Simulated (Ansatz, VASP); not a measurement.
# MgWSe3: VASP beside Ansatz

Contents of INCAR:

```
SYSTEM = MgWSe3
  ALGO = Normal
  EDIFF = 1E-6
  EDIFFG = -0.04
  ENCUT = 600
  GGA = PE
  IBRION = 2
  ISIF = 3
  ISMEAR = 0
  LASPH = .True.
  LCHARG = .False.
  LREAL = .False.
  LWAVE = .False.
  NELM = 100
  NSW = 90
  PREC = Accurate
  SIGMA = 0.1
```

File KPOINTS:

```
k-points
0
Gamma
  4 4 4
  0 0 0
```

The input POSCAR:

```
MgWSe3
1.0
    4.9763973900      0.0000000000      0.0000000000
    0.0000000000      4.9763973900      0.0000000000
    0.0000000000      0.0000000000      4.9763973900
Mg W Se
1 1 3
Direct
    0.0000000000      0.0000000000      0.0000000000
    0.5000000000      0.5000000000      0.5000000000
    0.5000000000      0.0000000000      0.0000000000
    0.0000000000      0.5000000000      0.0000000000
    0.0000000000      0.0000000000      0.5000000000
```

Input for Ansatz:

```yaml
crystal:
  lattice:
    - [4.97639739, 0.0, 0.0]
    - [0.0, 4.97639739, 0.0]
    - [0.0, 0.0, 4.97639739]
  atoms:
    - { symbol: Mg, position: [0.0, 0.0, 0.0] }
    - { symbol: W, position: [0.5, 0.5, 0.5] }
    - { symbol: Se, position: [0.5, 0.0, 0.0] }
    - { symbol: Se, position: [0.0, 0.5, 0.0] }
    - { symbol: Se, position: [0.0, 0.0, 0.5] }
basis:
  ecutwfc: 420
kpoints:
  mp_grid: { grid: [4, 4, 4] }
hamiltonian:
  xc: pbe
scf:
  occupations: { method: gaussian, width: 0.1 }
  lower_state_search: "off"
output:
  forces: true
  stress: true
  eigenvalues: true
relax:
  adjacent_minimum: "off"
  f_tol: 0.04
  max_steps: 70
  cell: { stress_tol: 0.4 }
```

Alike in both runs: task relaxation of cell and atoms; functional PBE; k mesh 4 × 4 × 4; occupations gaussian, width 0.1 eV; no spin polarisation.

|  | VASP | Ansatz |
| --- | --- | --- |
| version | VASP 6.6.1 | Ansatz 0.2.0 |
| potentials or method | VASP PAW PBE potentials, release 64 (Mg, W_sv, Se) | scalar-relativistic, plane waves, PAW |
| plane-wave cutoff (eV) | 600 | 420 |
| valence electrons in the cell | 34 | 72 |

|  | VASP | Ansatz | Ansatz less VASP |
| --- | --- | --- | --- |
| gap on the k mesh at the Fermi level, each at its own relaxed structure (eV) | none | none | - |
| relaxed volume (Å³/atom) | 22.28 | 22.21 | -0.070 |
| relaxed cell length with the largest relative difference (Å) | 4.812 | 4.807 | -0.0050 |
| energy change over the relaxation (meV/atom) | -41 | -41 | -0.1 |

A gap of «none» marks a metal or a gap that the smearing closes. The two sets of potentials don't hold the same shells in valence.

Caveats: the bands computed are all filled at some k points, so no gap is given. The runs have no spin-orbit coupling, so splittings on W are missing.
